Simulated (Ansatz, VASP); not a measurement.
# BaZrO3: VASP beside Ansatz, part 2 of 2

Aim: how closely do two programs agree when they are given the same cell, functional and k mesh? The cell is taken from a series of runs on this material, whose earlier steps may have relaxed, scaled, displaced or heated it; both programs get it as it stands.

VASP 6.6.1 and Ansatz 0.2.0.

So far: Starting point; VASP: dielectric response, r2SCAN.

## Step 3: Ansatz: dielectric response, r2SCAN

Level of this step: Ansatz beside VASP: Kohn-Sham DFT, plane waves, r2SCAN (Ansatz).

Ansatz runs on its default PAW (the set named soft_2) files.

The same cell, functional and mesh now go to Ansatz, which takes its cutoff from its data sets.

Input file input.yaml:

```yaml
crystal:
  lattice:
    - [4.19134, 0.0, 0.0]
    - [0.0, 4.19134, 0.0]
    - [0.0, 0.0, 4.19134]
  atoms:
    - { symbol: Ba, position: [0.0, 0.0, 0.0] }
    - { symbol: Zr, position: [0.5, 0.5, 0.5] }
    - { symbol: O, position: [0.5, 0.5, 0.0] }
    - { symbol: O, position: [0.5, 0.0, 0.5] }
    - { symbol: O, position: [0.0, 0.5, 0.5] }
kpoints:
  mp_grid: { grid: [5, 5, 5] }
scf:
  occupations: { method: fixed }
hamiltonian:
  xc: r2scan
  pseudopotentials: { kind: paw }
dielectric: {}
```

Command:

```
$ ansatz run input.yaml --threads 4 --pin off --max-ram 8192MiB --backend cpu --events-out ev --progress --plain --runs-dir out
```

Numbers of over 12 decimals in the logs are rounded to 6 here.

The program printed:

```text
Engine: ansatz 0.2.0, x86_64-unknown-linux-gnu
Pseudopotentials: kind: paw
Pseudopotential: Ba, paw, valence charge 10, recommended cutoff 500 eV (meta_gga), Ba.paw.azcp
Pseudopotential: Zr, paw, valence charge 12, recommended cutoff 500 eV (meta_gga), Zr.paw.azcp
Pseudopotential: O, paw, valence charge 6, recommended cutoff 500 eV (meta_gga), O.paw.azcp
Functional definition: r2SCAN
  parameter k0 = 0.174
  parameter k1 = 0.065
  parameter a1 = 4.9479
  exchange = r2scan_x(k0 = k0, k1 = k1, a1 = a1)
  correlation = r2scan_c
Crystal: 5 atoms, lattice volume = 73.631 Å³
Basis set: ecut = 500 eV, 1863 PW (Γ), exchange–correlation on 128×128×128 points (64 copies of the dense FFT grid, shifted against one another)
Bands: 25, of which v1, the nominal top of the filled ones, is band 20 counted from 1 (19 counted from 0)
Symmetry: 48 space group operations
k-points: 18 of 125 (irreducible under 8 space group operations, time reversal used)
Non-local potential: Ba, projectors of the file, l = 0: 3, l = 1: 2, l = 2: 2, l = 3: 2
Non-local potential: Zr, projectors of the file, l = 0: 3, l = 1: 2, l = 2: 2, l = 3: 2
Non-local potential: O, projectors of the file, l = 0: 2, l = 1: 2, l = 2: 1
PAW form: soft (Blöchl's): semilocal exchange-correlation on the pseudo side does not see the compensation charge
PAW frozen core: Ba, regenerated for the run's functional (the file was generated under x = pbe(κ = 0.804, μ = 0.219515), c = pbe(β = 0.066725))
PAW frozen core: Zr, regenerated for the run's functional (the file was generated under x = pbe(κ = 0.804, μ = 0.219515), c = pbe(β = 0.066725))
PAW frozen core: O, regenerated for the run's functional (the file was generated under x = pbe(κ = 0.804, μ = 0.219515), c = pbe(β = 0.066725))
PAW one-centre angular grid: Ba, 302 points (default); XC on 160 Gauss nodes
PAW one-centre angular grid: Zr, 590 points (default); XC on 160 Gauss nodes
PAW one-centre angular grid: O, 302 points (default); XC on 160 Gauss nodes
Initial density: superposition of atomic densities (neutral atoms: chi_scale 0, normalization atom), corrected by the library's trained network
Initial wavefunctions: pseudopotential atomic-orbital guess
Functional: x = r2scan, c = r2scan; τ floored in thin density (d = 2e-4 eV/Å³)
SCF iter   1: F=—  HF=-11875.308182 eV  |F-HF|=—  |Δ(HF+E_count)|=         —  Δρ=1.17e-2  dr2=1.32e-1  dr2_τ=2.32e-1  ethr=1.77e-3  ⟨swp⟩=4.5  Hψ=1933  notcnv=0  defer=40
preconditioner: auto → Resta (q_TF=auto, 2.464 Å⁻¹)  ε∞=3.4  [insulator: Δε(μ)=4.153 eV  Ē_g=17.187 eV  n_scr=18 (ndim 8)  ℏωp=26.7 eV  f_vac=0.000  ε∞_Penn≈3.4]
SCF iter   2: F=—  HF=-11875.420676 eV  |F-HF|=—  |Δ(HF+E_count)|=   1.12e-1  Δρ=5.66e-3  dr2=1.00e-2  dr2_τ=5.18e-3  ethr=3.29e-4  ⟨swp⟩=2.3  Hψ=922  notcnv=0  defer=45
SCF iter   3: F=—  HF=-11875.419298 eV  |F-HF|=—  |Δ(HF+E_count)|=   1.38e-3  Δρ=2.33e-3  dr2=2.55e-3  dr2_τ=2.69e-4  ethr=2.50e-5  ⟨swp⟩=2.1  Hψ=835  notcnv=0  defer=49
SCF iter   4: F=—  HF=-11875.418844 eV  |F-HF|=—  |Δ(HF+E_count)|=   4.55e-4  Δρ=3.98e-4  dr2=6.11e-5  dr2_τ=1.25e-5  ethr=6.37e-6  ⟨swp⟩=2.5  Hψ=713  notcnv=0  defer=50
SCF iter   5: F=—  HF=-11875.418866 eV  |F-HF|=—  |Δ(HF+E_count)|=   2.21e-5  Δρ=8.62e-5  dr2=5.33e-6  dr2_τ=3.42e-7  ethr=1.53e-7  ⟨swp⟩=2.1  Hψ=725  notcnv=0  defer=45
SCF iter   6: F=—  HF=-11875.418863 eV  |F-HF|=—  |Δ(HF+E_count)|=   2.29e-6  Δρ=1.69e-5  dr2=2.08e-7  dr2_τ=2.35e-8  ethr=1.33e-8  ⟨swp⟩=2.0  Hψ=760  notcnv=0  defer=22
SCF iter   7: F=—  HF=-11875.418866 eV  |F-HF|=—  |Δ(HF+E_count)|=   2.17e-6  Δρ=3.23e-6  dr2=8.45e-9  dr2_τ=4.44e-10  ethr=5.21e-10  ⟨swp⟩=2.1  Hψ=637  notcnv=0  defer=18
SCF iter   8: F=-11875.418866 eV  HF=-11875.418866 eV  |F-HF|=1.09e-11  |Δ(HF+E_count)|=  2.00e-10  Δρ=3.37e-7  dr2=8.19e-11  dr2_τ=6.06e-12  ethr=1.00e-12  ⟨swp⟩=8.7  Hψ=2513  notcnv=0
SCF 1 converged in 8 iterations: F = -11875.418866 eV  dr2 = 8.19e-11
  greatest PAW one-centre occupation: 0.991 electrons in one spin orbital (limit 2), on the Zr atom at site 1 (counted from 0), in its partial waves of l = 1
NSCF: frozen V_eff on 5 k-points
DFPT response loops at Γ: preconditioner auto → none (the input reference at scf.mixing.eps_inf says where Resta's filter doesn't serve); β = 0.50; Broyden in place of MSR1
── the response to a field inside a basis, on 6×6×6 k-points: an SCF that follows is theirs, and a resumed run solves both again ──
Bands: 21, of which v1, the nominal top of the filled ones, is band 20 counted from 1 (19 counted from 0)
k-points: 10 of 216
Initial density: handed on by an earlier stage of this run
Initial wavefunctions: pseudopotential atomic-orbital guess (no wavefunctions were taken with the density)
Eigensolver: Dense (10 Hₖ)
SCF iter   1: F=—  HF=-11875.399886 eV  |F-HF|=—  |Δ(HF+E_count)|=         —  Δρ=1.68e-4  dr2=6.74e-6  dr2_τ=5.77e-6  ethr=1.00e-1
preconditioner: auto → Resta (q_TF=auto, 2.464 Å⁻¹)  ε∞=3.8  [insulator: Δε(μ)=4.135 eV  Ē_g=15.959 eV  n_scr=18 (ndim 8)  ℏωp=26.7 eV  f_vac=0.000  ε∞_Penn≈3.8]
SCF iter   2: F=—  HF=-11875.399894 eV  |F-HF|=—  |Δ(HF+E_count)|=   8.47e-6  Δρ=8.72e-5  dr2=1.04e-6  dr2_τ=1.10e-6  ethr=1.68e-8
SCF iter   3: F=—  HF=-11875.399897 eV  |F-HF|=—  |Δ(HF+E_count)|=   2.15e-6  Δρ=4.09e-5  dr2=2.59e-7  dr2_τ=2.09e-7  ethr=2.59e-9
SCF iter   4: F=-11875.399897 eV  HF=-11875.399897 eV  |F-HF|=2.51e-9  |Δ(HF+E_count)|=   6.61e-7  Δρ=2.78e-6  dr2=2.91e-9  dr2_τ=3.33e-10  ethr=6.48e-10
SCF 1 converged in 4 iterations: F = -11875.399897 eV  dr2 = 2.91e-9
DFPT response loops at Γ: mixed as the last ones told, above
SCF converged after 8 iterations
Free energy (F): -11875.418866 eV
Harris-Foulkes:  -11875.418866 eV  (|F-HF|=1.09e-11)
Internal energy: -11875.418866 eV  (E = F + TS)
E sigma→0 (E₀):  -11875.418866 eV
Fermi energy:    9.413735 eV
--- Per-component energies (eV) ---
  E_band       = -120.254687
  E_kinetic    = 1036.564722
  E_local      = -1940.401681  (includes V_loc(G=0)·N_el)
  E_nonlocal   = 272.246298
  E_hartree    = 689.364360
  E_xc         = -538.523953
  E_vxc        = -683.256395  (∫ρ·V_xc dr)
  E_paw        = -8700.704595  (= ΣΔE_a)
  E_vpaw       = -224.430758  (= ΣTr[D̂ρ^β])
  E_aug_tail   = 0.003123  (compensation charges beyond the density's cutoff)
  E_vtau       = 40.290949  (kinetic-family band-sum trace: ∫τ·v_τ [+ j·A + Jᵃ·Aᵃ] dr)
  E_ewald      = -2693.776990
  E_core_change = -0.190148  (= ΣΔE_core)
  E_smearing   = -0.000000  (= −TS)
  E_closure    = 0.000000  (closes the sum)
  Σ components = -11875.418866   (vs F -11875.418866, Δ=0.00e0)
--- Band table (eV; the first three rows and the last of 18) ---
  k-point 0: bands = [... 16 lower, 8.4958, 9.3065, 9.3065, 9.3065, 13.2793, 13.2793, 13.2793, 14.7770, ... 1 higher]
  k-point 1: bands = [... 16 lower, 8.2604, 8.5022, 9.1936, 9.1936, 13.3935, 14.0912, 14.0912, 15.3548, ... 1 higher]
  k-point 2: bands = [... 16 lower, 7.8703, 7.9286, 9.0825, 9.0825, 13.6051, 15.4867, 15.4867, 16.3692, ... 1 higher]
  k-point 17: bands = [... 16 lower, 7.0342, 9.3075, 9.3075, 9.4137, 16.1376, 16.2974, 16.2974, 17.1041, ... 1 higher]
--- Dielectric response (ions clamped): 3 representative field directions + reference, inside a basis on a mesh of 216 k-points (Σ response iterations 15) ---
  ε∞ (high-frequency dielectric tensor):
        4.483364     0.000000     0.000000
        0.000000     4.483364     0.000000
        0.000000     0.000000     4.483364
  Born effective charges Z* (e; rows j = field, columns β = displacement):
    site 0:
         2.71416   -0.00000    0.00000
        -0.00000    2.71416    0.00000
         0.00000    0.00000    2.71416
    site 1:
         6.00927   -0.00000   -0.00000
        -0.00000    6.00927    0.00000
         0.00000    0.00000    6.00927
    site 2:
        -2.00170    0.00000   -0.00000
         0.00000   -2.00170    0.00000
         0.00000    0.00000   -4.72003
    site 3:
        -2.00170   -0.00000   -0.00000
        -0.00000   -4.72003    0.00000
        -0.00000    0.00000   -2.00170
    site 4:
        -4.72003    0.00000    0.00000
         0.00000   -2.00170    0.00000
         0.00000    0.00000   -2.00170
  Z* charge neutrality: 8.385e-3 e pre-enforcement
  solved inside a basis spanned on kpoints, on 6×6×6 k-points, its susceptibility summed on 10×10×10: ε∞ is read to err by 1.6e-2, Z* by 3.1e-2 e (field_mesh: kpoints solves on kpoints); Z* is corrected for what the basis lacks
```

## Step 4: Differences

Known differences besides the potentials themselves: VASP keeps PBE cores, Ansatz makes them for the functional; fixed occupations in Ansatz, narrow Gaussian smearing in VASP; VASP's response is taken on the typed mesh, Ansatz refines its own for the field response alone; the cutoff is 500 eV in Ansatz and 580 eV in VASP; VASP takes ε∞ from a finite field, Ansatz from linear response. Total energies have different zeros and are not compared.

The two programs side by side:

```csv
quantity,Ansatz,VASP,difference
ε∞ xx,4.48,4.48,+0.07 %
ε∞ yy,4.48,4.48,+0.07 %
ε∞ zz,4.48,4.48,+0.07 %
```

## Step 5: Summary of results

| Quantity | Value |
| --- | --- |
| difference in ε∞ xx (dielectric response, r2SCAN) | 0.071 % |

What this shows: The difference in ε∞ xx is 0.071 % (dielectric response, r2SCAN), within the 5 % picked in this series as the mark of a large difference. Such differences can come from data sets, numerical settings and the points named under the comparisons, not from the functional's error against experiment.

[Lines on the potential files, build, host, timing and source positions are cut from VASP's logs without a mark.]

[Logs are printed without paths, hosts, clocks, repeated set-up lines and the standing remarks that a program may print on its own settings, such as how far it seeks lower states.]

[Hosts, paths, dates, database ids (printed as entryN), source tags and the programs' standing remarks are cut or masked in the printed files.]
